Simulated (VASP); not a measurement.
```xyz
1
Lattice="-1.6488 1.6488 1.6488 1.6488 -1.6488 1.6488 1.6488 1.6488 -1.6488" Properties=species:S:1:pos:R:3 pbc="T T T"
Nb     0.0000     0.0000     0.0000
```

Level of theory: PBE GGA with D3 dispersion (zero damping), VASP's PBE PAW potentials (set 64) (plane waves; VASP 6.6.1). Run with 520 eV cut-off, 16×16×16 Γ-centred mesh, first-order Methfessel-Paxton smearing of 0.10 eV, potentials Nb_sv.

### Question
Give the stress tensor in GPa (positive for a compressed cell).

### Answer

```
-5.38   0.00   0.00
 0.00  -5.38   0.00
 0.00   0.00  -5.38
```
The pressure is its mean diagonal, -5.38 GPa.

The compound is Nb in the bcc structure. This cell is one point of a volume scan, at 1.03 of the reference volume.
